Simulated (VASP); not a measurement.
Consider the following.

```
CELL_PARAMETERS angstrom
     -1.89652     3.75633     5.02918
      1.89652    -3.75633     5.02918
      1.89652     3.75633    -5.02918
ATOMIC_POSITIONS crystal
  Rb 0.69437 0.19437 0.50000
  Rb 0.30563 0.80563 0.50000
  Pd 0.00000 0.00000 0.00000
  Se 0.21267 0.50000 0.71267
  Se 0.78733 0.50000 0.28733
```

All values below come from PBEsol GGA, VASP's PBE PAW potentials (set 64) (plane waves; VASP 6.6.1). Settings: 400 eV cut-off, 7×7×7 Γ-centred mesh, tetrahedra with Blöchl corrections, potentials Rb_sv Pd Se.

Question: What does the run give for the energy per atom (σ→0)?

Answer: 
```yaml
energy per atom (σ→0): -4.026 eV/atom
```

Only differences to runs with the same potentials and settings are physical.

The structure comes from a computed database's Rb2PdSe2 entry (Immm); how it stands against other phases isn't given here. It was relaxed first.
